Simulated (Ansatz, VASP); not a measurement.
# Si2Mo: VASP beside Ansatz, part 2 of 2

Wanted: the spread between two codes on one cell, functional and k mesh. The cell is taken from a series of runs on this material, whose earlier steps may have relaxed, scaled, displaced or heated it; both programs get it as it stands.

VASP 6.6.1 and Ansatz 0.2.0.

So far: The starting structure; Ansatz: zone-centre phonons, LDA.

**3. VASP: zone-centre phonons, LDA**

Level of this step: LDA; plane waves and PAW (Si, Mo_sv) (VASP).

The same cell, functional (in two slightly different forms), mesh and smearing now go to VASP, with its own data sets.

Lines of VASP's logs that name or quote its potential files are left out, and so is its time.

File INCAR:

```
SYSTEM = Si2Mo
PREC = Accurate
ENCUT = 500
EDIFF = 1E-08
NELM = 120
ISMEAR = 1
SIGMA = 0.2
LREAL = .FALSE.
ALGO = Normal
GGA = PW92
NBANDS = 17
LASPH = .TRUE.
LORBIT = 11
LWAVE = .FALSE.
LCHARG = .FALSE.
ISIF = 2
IBRION = 8
GGA_COMPAT = .FALSE.
KPAR = 2
```

File POSCAR:

```
Si2Mo
1.0
   -1.5642709279      1.5642709279      3.8435217987
    1.5642709279     -1.5642709279      3.8435217987
    1.5642709279      1.5642709279     -3.8435217987
Si Mo
2 1
Direct
    0.3346420029      0.3346420029      0.0000000000
    0.6653579971      0.6653579971      0.0000000000
    0.0000000000      0.0000000000      0.0000000000
```

File KPOINTS:

```
Automatic mesh
0
Gamma
20 20 20
0 0 0
```

The projector-augmented-wave data sets are Si and Mo_sv (LDA family, release 64).

Command:

```sh
$ mpirun -np 2 vasp_std
```

Numbers of over 12 decimals in the logs are rounded to 6 here.

Output:

```text
[banner, memory and clock lines left out]
running    2 mpi-ranks, on    1 nodes
 distrk:  each k-point on    1 cores,    2 groups
 distr:  one band on    1 cores,    1 groups

 POSCAR found type information on POSCAR SiMo
 POSCAR found :  2 types and       3 ions
|                                                                             |
|               ----> ADVICE to this user running VASP <----                  |
|                                                                             |
|     You enforced a specific xc type in the INCAR file but a different       |
|     [... a line on the potential file left out ...]
|     I HOPE YOU KNOW WHAT YOU ARE DOING!                                     |
|                                                                             |

 LDA part: xc-table for (Slater(with rela. corr.)+PW92), standard interpolation
 POSCAR, INCAR and KPOINTS ok, starting setup
 FFT: planning ... GRIDC
 FFT: planning ... GRID_SOFT
 FFT: planning ... GRID
 WAVECAR not read
 entering main loop
       N       E                     dE             d eps       ncg     rms          rms(c)
DAV:   1     0.124874012812E+03    0.12487E+03   -0.11093E+04 21818   0.120E+03
DAV:   2    -0.233846659215E+02   -0.14826E+03   -0.14551E+03 25490   0.319E+02
DAV:   3    -0.266098338947E+02   -0.32252E+01   -0.31909E+01 27533   0.429E+01
DAV:   4    -0.266275755424E+02   -0.17742E-01   -0.17704E-01 26320   0.350E+00
DAV:   5    -0.266276990688E+02   -0.12353E-03   -0.12352E-03 27449   0.302E-01    0.257E+01
DAV:   6    -0.258974565008E+02    0.73024E+00   -0.50214E+00 24805   0.165E+01    0.579E+00
DAV:   7    -0.257916468608E+02    0.10581E+00   -0.65158E-01 23961   0.563E+00    0.532E+00
DAV:   8    -0.257560824889E+02    0.35564E-01   -0.93054E-02 24288   0.245E+00    0.353E-01
DAV:   9    -0.257554044920E+02    0.67800E-03   -0.16602E-03 26248   0.364E-01    0.194E-01
DAV:  10    -0.257552932752E+02    0.11122E-03   -0.36569E-04 25461   0.166E-01    0.616E-02
DAV:  11    -0.257552871323E+02    0.61429E-05   -0.55325E-05 25112   0.573E-02    0.156E-02
DAV:  12    -0.257552865024E+02    0.62996E-06   -0.44808E-06 25028   0.134E-02    0.522E-03
DAV:  13    -0.257552863954E+02    0.10697E-06   -0.42886E-07 24344   0.602E-03    0.130E-03
DAV:  14    -0.257552863941E+02    0.12919E-08   -0.14527E-08 17611   0.103E-03
   1 F= -.25755286E+02 E0= -.25755426E+02  d E =0.418186E-03
 Linear response reoptimize wavefunctions to high precision
DAV:   1    -0.257552863942E+02   -0.90040E-10   -0.12026E-09 15547   0.350E-04
DAV:   2    -0.257552863942E+02   -0.26830E-10   -0.16263E-10 11900   0.120E-04
 Linear response DOF=           4
 Linear response progress:
  Degree of freedom:   1/  4
       N       E                     dE             d eps       ncg     rms          rms(c)
RMM:   1    -0.216373468559E-01   -0.21637E-01   -0.16397E-02176462   0.971E-01
RMM:   2    -0.169243363586E-01    0.47130E-02   -0.14622E-03113542   0.252E-01    0.103E-01
RMM:   3    -0.170031361491E-01   -0.78800E-04   -0.20134E-04114037   0.718E-02    0.537E-02
RMM:   4    -0.171810484612E-01   -0.17791E-03   -0.12106E-04117661   0.524E-02    0.109E-02
RMM:   5    -0.171712654575E-01    0.97830E-05   -0.16041E-06120316   0.134E-02    0.183E-03
RMM:   6    -0.171742999905E-01   -0.30345E-05   -0.21735E-07126445   0.266E-03    0.631E-04
RMM:   7    -0.171730804622E-01    0.12195E-05    0.47353E-08122987   0.713E-04    0.122E-04
RMM:   8    -0.171735803748E-01   -0.49991E-06    0.29562E-08133424   0.188E-04    0.515E-05
RMM:   9    -0.171736445362E-01   -0.64161E-07    0.26945E-08126195   0.552E-05    0.145E-05
RMM:  10    -0.171736629974E-01   -0.18461E-07    0.24858E-08129579   0.327E-05    0.488E-06
RMM:  11    -0.171736756006E-01   -0.12603E-07    0.23771E-08133448   0.279E-05    0.137E-06
RMM:  12    -0.171736784525E-01   -0.28519E-08    0.23565E-08117065   0.244E-05    0.245E-07
 first order change of Fermi-energy   0.17305E-04
 force on displaced ion       1 direction 1 :  -9.741   0.000  -0.000
 Linear response progress:
  Degree of freedom:   2/  4
       N       E                     dE             d eps       ncg     rms          rms(c)
RMM:   1    -0.315842176947E-01   -0.31584E-01   -0.10604E-02 53332   0.123E+00
RMM:   2    -0.235269750799E-01    0.80572E-02   -0.26170E-03 36004   0.323E-01    0.167E-01
RMM:   3    -0.234980586323E-01    0.28916E-04   -0.74493E-04 33440   0.138E-01    0.128E-01
RMM:   4    -0.235628317482E-01   -0.64773E-04   -0.11821E-04 34556   0.681E-02    0.446E-02
RMM:   5    -0.236235585856E-01   -0.60727E-04   -0.17398E-05 37030   0.243E-02    0.167E-02
RMM:   6    -0.236290093955E-01   -0.54508E-05   -0.17292E-06 36731   0.869E-03    0.270E-03
RMM:   7    -0.236289058868E-01    0.10351E-06   -0.15349E-07 37708   0.225E-03    0.625E-04
RMM:   8    -0.236282919742E-01    0.61391E-06   -0.24658E-08 36754   0.695E-04    0.336E-04
RMM:   9    -0.236286968876E-01   -0.40491E-06    0.46934E-09 37279   0.303E-04    0.544E-05
RMM:  10    -0.236288011432E-01   -0.10426E-06   -0.20958E-09 40428   0.112E-04    0.219E-05
RMM:  11    -0.236288297911E-01   -0.28648E-07   -0.69529E-09 38309   0.466E-05    0.309E-06
RMM:  12    -0.236288249264E-01    0.48647E-08   -0.28227E-09 41972   0.291E-05    0.172E-06
 first order change of Fermi-energy  -0.14434E-01
 force on displaced ion       1 direction 3 :  -0.000  -0.000 -15.126
 Linear response progress:
  Degree of freedom:   3/  4
       N       E                     dE             d eps       ncg     rms          rms(c)
RMM:   1    -0.859309899313E+00   -0.85931E+00    0.41166E-01 43237   0.286E+01
RMM:   2    -0.682940376341E+00    0.17637E+00   -0.26101E-01 58291   0.375E+00    0.167E-01
RMM:   3    -0.687996500255E+00   -0.50561E-02   -0.19235E-02 73775   0.839E-01    0.923E-02
RMM:   4    -0.687435635880E+00    0.56086E-03   -0.37796E-04 82132   0.150E-01    0.332E-02
RMM:   5    -0.687295044008E+00    0.14059E-03   -0.36737E-05 85223   0.372E-02    0.849E-03
RMM:   6    -0.687307913193E+00   -0.12869E-04   -0.48529E-06 81686   0.127E-02    0.992E-04
RMM:   7    -0.687313291982E+00   -0.53788E-05   -0.64672E-07 89244   0.407E-03    0.542E-04
RMM:   8    -0.687321297111E+00   -0.80051E-05   -0.15171E-07 80634   0.145E-03    0.167E-04
RMM:   9    -0.687323481306E+00   -0.21842E-05   -0.77999E-08 85456   0.644E-04    0.561E-05
RMM:  10    -0.687322459878E+00    0.10214E-05   -0.58376E-08 85085   0.353E-04    0.188E-05
RMM:  11    -0.687322626970E+00   -0.16709E-06   -0.52568E-08 86209   0.211E-04    0.934E-06
RMM:  12    -0.687322887836E+00   -0.26087E-06   -0.37676E-08 81245   0.169E-04    0.611E-06
RMM:  13    -0.687322759323E+00    0.12851E-06   -0.30289E-08 81746   0.135E-04    0.150E-06
RMM:  14    -0.687322783833E+00   -0.24510E-07   -0.30686E-08 82561   0.119E-04    0.655E-07
RMM:  15    -0.687322791517E+00   -0.76838E-08   -0.30410E-08 79270   0.113E-04    0.224E-07
 first order change of Fermi-energy  -0.91766E-03
 force on displaced ion       3 direction 1 : -12.136   0.000   0.000
 Linear response progress:
  Degree of freedom:   4/  4
       N       E                     dE             d eps       ncg     rms          rms(c)
RMM:   1    -0.906843834649E+00   -0.90684E+00    0.85665E-01 23580   0.292E+01
RMM:   2    -0.731591861358E+00    0.17525E+00   -0.27250E-01 32296   0.379E+00    0.186E-01
RMM:   3    -0.735928975572E+00   -0.43371E-02   -0.19566E-02 39643   0.859E-01    0.926E-02
RMM:   4    -0.735062333892E+00    0.86664E-03   -0.58707E-04 42377   0.178E-01    0.319E-02
RMM:   5    -0.734820679159E+00    0.24165E-03   -0.51951E-05 45785   0.436E-02    0.136E-02
RMM:   6    -0.734747255884E+00    0.73423E-04   -0.60993E-06 47665   0.139E-02    0.386E-03
RMM:   7    -0.734766347933E+00   -0.19092E-04   -0.88410E-07 44271   0.556E-03    0.558E-04
RMM:   8    -0.734770049919E+00   -0.37020E-05   -0.19751E-07 49562   0.179E-03    0.320E-04
RMM:   9    -0.734771838129E+00   -0.17882E-05   -0.85524E-08 47998   0.615E-04    0.173E-04
RMM:  10    -0.734772979938E+00   -0.11418E-05   -0.23189E-08 45368   0.382E-04    0.246E-05
RMM:  11    -0.734772897526E+00    0.82412E-07   -0.29436E-08 48251   0.218E-04    0.139E-05
RMM:  12    -0.734772832989E+00    0.64538E-07   -0.23157E-08 50649   0.155E-04    0.297E-06
RMM:  13    -0.734772842692E+00   -0.97036E-08   -0.96133E-09 49454   0.128E-04    0.141E-06
 first order change of Fermi-energy   0.53577E-03
 force on displaced ion       3 direction 3 :  -0.000  -0.000 -15.943
 Linear response finished
```

OUTCAR, selected parts (step 3):

```text
ion  position               nearest neighbor table
   1  0.335  0.335  0.000-   2 2.54   3 2.55   3 2.55   3 2.55   3 2.55   2 2.57   2 2.57   2 2.57
                             2 2.57   3 2.57
   2  0.665  0.665  0.000-   1 2.54   3 2.55   3 2.55   3 2.55   3 2.55   1 2.57   1 2.57   1 2.57
                             1 2.57   3 2.57
   3  0.000  0.000  0.000-   2 2.55   2 2.55   2 2.55   1 2.55   2 2.55   1 2.55   1 2.55   1 2.55
                             1 2.57   2 2.57

  LATTYP: Found a body centered tetragonal cell.
 ALAT       =     3.1285418558
 C/A-ratio  =     2.4570691241

 Subroutine GETGRP returns: Found 16 space group operations
 (whereof 16 operations were pure point group operations)

The static configuration has the point symmetry D_4h.

 Found    641 irreducible k-points:

   k-points           NKPTS =    641   k-points in BZ     NKDIM =    641   number of bands    NBANDS=     17

   dimension x,y,z NGX =    32 NGY =   32 NGZ =   32
   dimension x,y,z NGXF=    64 NGYF=   64 NGZF=   64

   ENCUT  =  500.0 eV  36.75 Ry    6.06 a.u.   8.09  8.09  8.09*2*pi/ulx,y,z

   NELECT =      22.0000    total number of electrons

 k-points in reciprocal lattice and weights: Automatic mesh
   0.00000000  0.00000000  0.00000000       0.000
   0.05000000  0.00000000 -0.00000000       0.001
   0.10000000  0.00000000  0.00000000       0.001
   0.15000000  0.00000000  0.00000000       0.001
   0.20000000  0.00000000  0.00000000       0.001
   0.25000000  0.00000000  0.00000000       0.001
   0.30000000  0.00000000  0.00000000       0.001
   0.35000000  0.00000000  0.00000000       0.001
   0.40000000 -0.00000000  0.00000000       0.001
[...]
-0.45000000 -0.45000000  0.45000000       0.000
   0.50000000  0.50000000  0.50000000       0.000

 average (electrostatic) potential at core
       1 -77.9586       2 -77.9586       3 -68.0244

  Total        2.4701843      2.4701843      2.4772823      0.0000000      0.0000000      0.0000000
  in kB      105.2026450    105.2026450    105.5049405      0.0000000      0.0000000      0.0000000
  external PRESSURE =     105.3034102 kB  Pullay stress =       0.0000000 kB

  energy-cutoff  :      500.00
  volume of cell :       37.62
      direct lattice vectors                 reciprocal lattice vectors
    -1.564270928  1.564270928  3.843521799     0.000000000  0.319637725  0.130089024
     1.564270928 -1.564270928  3.843521799     0.319637725  0.000000000  0.130089024
     1.564270928  1.564270928 -3.843521799     0.319637725  0.319637725  0.000000000

 POSITION                                       TOTAL-FORCE (eV/Angst)
 -----------------------------------------------------------------------------------
      0.00000      0.00000      2.57241         0.000000      0.000000     -0.008909
      0.00000      0.00000      5.11464        -0.000000     -0.000000      0.008909
      0.00000      0.00000      0.00000        -0.000000     -0.000000      0.000000
 -----------------------------------------------------------------------------------
    total drift:                                0.000000     -0.000000     -0.000000

 Eigenvectors and eigenvalues of the dynamical matrix
 ----------------------------------------------------

   1 f  =   13.924248 THz    87.488632 2PiTHz  464.462926 cm-1    57.586038 meV
             X         Y         Z           dx          dy          dz
      0.000000  0.000000  2.572408    -0.000000   -0.000000    0.707107
      0.000000  0.000000  5.114636     0.000000    0.000000   -0.707107
      0.000000  0.000000  0.000000     0.000000   -0.000000    0.000000

   2 f  =   10.805862 THz    67.895235 2PiTHz  360.444766 cm-1    44.689435 meV
             X         Y         Z           dx          dy          dz
      0.000000  0.000000  2.572408    -0.701576    0.088266   -0.000000
      0.000000  0.000000  5.114636     0.701576   -0.088266    0.000000
      0.000000  0.000000  0.000000    -0.000000    0.000000   -0.000000

   3 f  =   10.805862 THz    67.895235 2PiTHz  360.444766 cm-1    44.689435 meV
             X         Y         Z           dx          dy          dz
      0.000000  0.000000  2.572408     0.088266    0.701576    0.000000
      0.000000  0.000000  5.114636    -0.088266   -0.701576   -0.000000
      0.000000  0.000000  0.000000    -0.000000   -0.000000    0.000000

   4 f  =   10.487260 THz    65.893396 2PiTHz  349.817329 cm-1    43.371802 meV
             X         Y         Z           dx          dy          dz
      0.000000  0.000000  2.572408     0.000000    0.000000   -0.561571
      0.000000  0.000000  5.114636     0.000000    0.000000   -0.561571
      0.000000  0.000000  0.000000     0.000000   -0.000000    0.607681

   5 f  =    9.148112 THz    57.479284 2PiTHz  305.148177 cm-1    37.833535 meV
             X         Y         Z           dx          dy          dz
      0.000000  0.000000  2.572408     0.000000   -0.561515    0.000000
      0.000000  0.000000  5.114636     0.000000   -0.561515   -0.000000
      0.000000  0.000000  0.000000     0.000000    0.607784    0.000000

   6 f  =    9.148112 THz    57.479284 2PiTHz  305.148177 cm-1    37.833535 meV
             X         Y         Z           dx          dy          dz
      0.000000  0.000000  2.572408    -0.561515    0.000000   -0.000000
      0.000000  0.000000  5.114636    -0.561515   -0.000000   -0.000000
      0.000000  0.000000  0.000000     0.607784    0.000000    0.000000

   7 f/i=    0.000042 THz     0.000263 2PiTHz    0.001396 cm-1     0.000173 meV
             X         Y         Z           dx          dy          dz
      0.000000  0.000000  2.572408    -0.000000    0.000000    0.429695
      0.000000  0.000000  5.114636    -0.000000    0.000000    0.429695
      0.000000  0.000000  0.000000    -0.000000    0.000000    0.794181

   8 f/i=    0.001221 THz     0.007670 2PiTHz    0.040721 cm-1     0.005049 meV
             X         Y         Z           dx          dy          dz
      0.000000  0.000000  2.572408    -0.388293    0.184198   -0.000000
      0.000000  0.000000  5.114636    -0.388293    0.184198   -0.000000
      0.000000  0.000000  0.000000    -0.717468    0.340351   -0.000000

   9 f/i=    0.001221 THz     0.007670 2PiTHz    0.040721 cm-1     0.005049 meV
             X         Y         Z           dx          dy          dz
      0.000000  0.000000  2.572408     0.184198    0.388293   -0.000000
      0.000000  0.000000  5.114636     0.184198    0.388293   -0.000000
      0.000000  0.000000  0.000000     0.340351    0.717468   -0.000000

 ELASTIC MODULI CONTR FROM IONIC RELAXATION (kBar)
 Direction    XX          YY          ZZ          XY          YZ          ZX
 --------------------------------------------------------------------------------
 XX         -20.6437    -20.6437    -25.0872      0.0000     -0.0000     -0.0000
 YY         -20.6437    -20.6437    -25.0872      0.0000     -0.0000     -0.0000
 ZZ         -25.0872    -25.0872    -30.4871      0.0000     -0.0000     -0.0000
 XY           0.0000      0.0000      0.0000      0.0000      0.0000      0.0000
 YZ          -0.0000     -0.0000     -0.0000      0.0000    -45.9075      0.0000
 ZX          -0.0000     -0.0000     -0.0000      0.0000      0.0000    -19.9240
 --------------------------------------------------------------------------------
```

**4. Differences**

Known differences besides the potentials themselves: the cutoff is 420 eV in Ansatz and 500 eV in VASP; VASP's log shows a relativistic correction to its local exchange, Ansatz's none. Total energies have different zeros and are not compared.

Compared:

```
                  quantity  Ansatz   VASP  difference
optical mode 1 to 2 (cm⁻¹)   303.6  305.1     -0.50 %
     optical mode 3 (cm⁻¹)   348.0  349.8     -0.51 %
optical mode 4 to 5 (cm⁻¹)   360.0  360.4     -0.12 %
     optical mode 6 (cm⁻¹)   464.4  464.5     -0.01 %
```

Modes are paired by rising frequency, not by their patterns, so a pair may set unlike modes beside each other; they are those without the splitting of longitudinal modes.

**5. Summary of results**

```yaml
r_m_s_difference_of_the_optical_zone_centre_modes_each_program_s_sorted_by_frequency_zone_centre_phonons_lda: 1.2 cm⁻¹
difference_in_optical_mode_3_zone_centre_phonons_lda: -0.5 %
```

**Reading.** The r.m.s. difference of the optical zone-centre modes, each program's sorted by frequency is 1.2 cm⁻¹ (zone-centre phonons, LDA). Among the rows given in per cent, the largest difference of the zone-centre phonons, LDA pair is in optical mode 3, -0.5 %. How closely two codes agree says nothing of how well the functional describes the real material.

[Lines on the potential files, build, host, timing and source positions are cut from VASP's logs without a mark.]

[Logs are printed without paths, hosts, clocks, repeated set-up lines and the standing remarks that a program may print on its own settings, such as how far it seeks lower states.]

[Hosts, paths, dates, database ids (printed as entryN), source tags and the programs' standing remarks are cut or masked in the printed files.]
